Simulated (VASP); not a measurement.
Co:

```
CELL_PARAMETERS angstrom
2.50700 0.00000 0.00000
-1.25350 2.17113 0.00000
0.00000 0.00000 4.06900
ATOMIC_POSITIONS crystal
Co 0.33333 0.66667 0.25000
Co 0.66667 0.33333 0.75000
```

Program: VASP 6.6.1. Alike in all runs: task band structure; spin collinear, ferromagnetic start; cell as given; k mesh 16 × 16 × 10; cutoff (eV) 520; smearing fermi-dirac 0.05 eV.

Problem. Order these runs on this cell by their pressure, lowest first.
A. level r2SCAN; potentials or basis VASP PAW PBE potentials, release 64 (Co); further INCAR settings ALGO = Normal; EDIFF = 1e-06
B. level PBE; potentials or basis VASP PAW PBE potentials, release 64 (Co); further INCAR settings ALGO = Fast; EDIFF = 1e-06
C. level LDA; potentials or basis VASP PAW LDA potentials, release 64 (Co); further INCAR settings ALGO = Normal; EDIFF = 1e-06

Solution. C (-22.3 GPa), A (-8.4 GPa), B (-5.0 GPa).

Caveats: so large a pressure means that the cell lies far from this level's equilibrium, or that cutoff or potentials fall short (some runs); the PAW data sets were made with another functional, which shifts forces and pressure a little (some runs).

Not every run made on this cell is shown here.
